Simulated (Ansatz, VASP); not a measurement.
# Two plane-wave programs on Cu3Te

```
Cu Te
1.0
     3.86773    0.00000    0.00000
     0.00000    3.86773    0.00000
     0.00000    0.00000    3.94666
Cu Te
3 1
Direct
  0.00000 0.50000 0.50000
  0.50000 0.00000 0.50000
  0.50000 0.50000 0.00000
  0.00000 0.00000 0.00000
```

The cell comes from a database or a generator and needn't be the stable form of this composition.

Alike in both runs: task single point; functional r2SCAN; k mesh 6 × 6 × 6; no spin polarisation.

|  | VASP | Ansatz |
| --- | --- | --- |
| version | VASP 6.6.1 | Ansatz 0.2.0 |
| potentials or method | VASP PAW PBE potentials, release 64 (Cu, Te) | plane waves, PAW |
| plane-wave cutoff (eV) | 520 | 520 |
| occupations | fermi-dirac, width 0.1 eV | fermi-dirac |
| valence electrons in the cell | 39 | 73 |

```csv
,VASP,Ansatz,Ansatz less VASP
pressure (GPa),2.1,1.8,-0.27
largest component of the traceless stress (GPa),1.19,1.25,+0.065
```

The two sets of potentials don't hold the same shells in valence.

Caveats: the PAW data sets were made with another functional, which shifts forces and pressure a little (VASP). Spin-orbit coupling is left out, which matters for the levels of Te.
